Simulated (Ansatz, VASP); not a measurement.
# Cross-check of NiGe between VASP and Ansatz, part 2 of 2

One calculation is typed for both programs; each brings its own data sets. How far apart do they land? The structure shown is the end of the Ansatz relaxation below.

VASP 6.6.1 and Ansatz 0.2.0.

So far: The starting structure; Ansatz: relaxation, PBEsol; VASP: single point, PBEsol.

## Step 3: VASP: single point, PBEsol (continued)

Level of this step: PBEsol, no spin polarisation; plane waves and PAW (Ge_d, Ni) (VASP).

Numbers of over 12 decimals in the logs are rounded to 6 here.

Parts of OUTCAR (step 3):

```text
ion  position               nearest neighbor table
   1  0.310  0.750  0.085-   8 2.33   7 2.39   7 2.39   5 2.43   5 2.43   6 2.50   4 2.82   4 2.82

  LATTYP: Found a simple orthorhombic cell.
 ALAT       =     3.4118507289
 B/A-ratio  =     1.5515724000
 C/A-ratio  =     1.7141078625

 Subroutine GETGRP returns: Found  8 space group operations
 (whereof  2 operations were pure point group operations)

The static configuration has the point symmetry S_2 .
 The point group associated with its full space group is D_2h.

 Found    175 irreducible k-points:

   k-points           NKPTS =    175   k-points in BZ     NKDIM =    175   number of bands    NBANDS=     59

   dimension x,y,z NGX =    42 NGY =   28 NGZ =   48
   dimension x,y,z NGXF=    84 NGYF=   56 NGZF=   96

   ENCUT  =  600.0 eV  44.10 Ry    6.64 a.u.  10.57  6.81 11.68*2*pi/ulx,y,z

   NELECT =      96.0000    total number of electrons

 k-points in reciprocal lattice and weights: Automatic mesh
   0.00000000  0.00000000  0.00000000       0.001
   0.12500000  0.00000000  0.00000000       0.002
   0.25000000  0.00000000  0.00000000       0.002
   0.37500000  0.00000000  0.00000000       0.002
   0.50000000  0.00000000  0.00000000       0.001
   0.00000000  0.07692308  0.00000000       0.002
   0.12500000  0.07692308  0.00000000       0.005
   0.25000000  0.07692308  0.00000000       0.005
   0.37500000  0.07692308  0.00000000       0.005
[...]
0.37500000  0.46153846  0.50000000       0.005
   0.50000000  0.46153846  0.50000000       0.002

 average (electrostatic) potential at core
       1 -69.9931       2 -69.9931       3 -69.9931       4 -69.9931       5 -82.5379
       6 -82.5379       7 -82.5379       8 -82.5379

 E-fermi :   9.0021

 k-point     1 :       0.0000    0.0000    0.0000
  band No.  band energies     occupation
    ...
     44       7.1605      2.00000
     45       7.2215      2.00000
     46       7.8465      2.00000
     47       8.1095      2.00000
     48       8.2139      2.00000
     49       9.6360      0.00001
     50       9.7810      0.00000
     51      13.0392      0.00000
     52      13.1138      0.00000
     53      13.5456      0.00000
    ...

 k-point     2 :       0.1250    0.0000    0.0000
  band No.  band energies     occupation
    ...
     44       7.1749      2.00000
     45       7.2413      2.00000
     46       7.7532      2.00000
     47       8.1690      2.00000
     48       8.4636      1.99996
     49       9.8529      0.00000
     50      10.1954      0.00000
     51      12.9697      0.00000
     52      13.1059      0.00000
     53      13.3571      0.00000
    ...

 k-point     3 :       0.2500    0.0000    0.0000
  band No.  band energies     occupation
    ...
     44       7.2103      2.00000
     45       7.2572      2.00000
     46       7.5880      2.00000
     47       8.3956      1.99999
     48       9.0359      0.67407
     49      10.4215      0.00000
     50      11.1940      0.00000
     51      12.4029      0.00000
     52      12.5740      0.00000
     53      13.2795      0.00000
    ...

  Total        0.1505761      0.0487035     -1.4066502      0.0000000      0.0000000      0.0000000
  in kB        2.2839492      0.7387387    -21.3361693      0.0000000      0.0000000      0.0000000
  external PRESSURE =      -6.1044938 kB  Pullay stress =       0.0000000 kB

  energy-cutoff  :      600.00
  volume of cell :      105.63
      direct lattice vectors                 reciprocal lattice vectors
     5.293733424  0.000000000  0.000000000     0.188902599  0.000000000  0.000000000
     0.000000000  3.411850729  0.000000000     0.000000000  0.293096058  0.000000000
     0.000000000  0.000000000  5.848280160     0.000000000  0.000000000  0.170990440

 POSITION                                       TOTAL-FORCE (eV/Angst)
 -----------------------------------------------------------------------------------
      1.64100      2.55889      0.49984        -0.001781      0.000000      0.001492
      1.00587      0.85296      3.42398         0.001781     -0.000000      0.001492
      4.28787      2.55889      2.42430        -0.001781     -0.000000     -0.001492
      3.65273      0.85296      5.34844         0.001781      0.000000     -0.001492
      0.03066      0.85296      1.11778         0.006487      0.000000      0.001690
      2.61620      2.55889      4.04192        -0.006487      0.000000      0.001690
      2.67753      0.85296      1.80636         0.006487      0.000000     -0.001690
      5.26307      2.55889      4.73050        -0.006487     -0.000000     -0.001690
 -----------------------------------------------------------------------------------
    total drift:                                0.000000     -0.000000     -0.000000

  FREE ENERGIE OF THE ION-ELECTRON SYSTEM (eV)
  ---------------------------------------------------
  free  energy   TOTEN  =       -47.2787958145 eV

  energy  without entropy=      -47.2580187838  energy(sigma->0) =      -47.26840730

 total charge
# of ion       s       p       d       tot
------------------------------------------
    1        1.138   1.205  10.091  12.434
    2        1.138   1.205  10.091  12.434
    3        1.138   1.205  10.091  12.434
    4        1.138   1.205  10.091  12.434
    5        0.465   0.550   8.458   9.473
    6        0.465   0.550   8.458   9.473
    7        0.465   0.550   8.458   9.473
    8        0.465   0.550   8.458   9.473
--------------------------------------------------
tot          6.412   7.020  74.196  87.627

[... 3 further parts left out ...]
```

This run has no spin polarisation, so a moment on Ni, if there is one, isn't seen. The PAW data sets were made with PBE, which is usual practice but a small mismatch for other functionals.

## Step 4: Differences

Known differences besides the potentials themselves: the data sets hold 128 valence electrons in Ansatz (on its PAW soft_1 files) and 96 in VASP; Ansatz makes its cores anew for this functional, VASP keeps those of its PBE data sets; Ansatz's pressure holds a Pulay correction, VASP's none. Total energies have different zeros and are not compared.

Both answers:

```csv
quantity,Ansatz,VASP,difference
pressure (GPa),-0.78,-0.61,-0.17
```

At this near-relaxed geometry the largest component of a force difference is 6 meV/Å.

## Step 5: Summary of results

```json
{
 "difference in pressure (single point, PBEsol)": "-0.17 GPa"
}
```

The difference in pressure is -0.17 GPa (single point, PBEsol), within the 1 GPa picked in this series as the mark of a large difference. The data sets hold unlike numbers of valence electrons (128 in Ansatz and 96 in VASP), so part of the differences comes from the potentials. How closely two codes agree says nothing of how well the functional describes the real material.

[Lines on the potential files, build, host, timing and source positions are cut from VASP's logs without a mark.]

[Logs are printed without paths, hosts, clocks, repeated set-up lines and the standing remarks that a program may print on its own settings, such as how far it seeks lower states.]

[Hosts, paths, dates, database ids (printed as entryN), source tags and the programs' standing remarks are cut or masked in the printed files.]
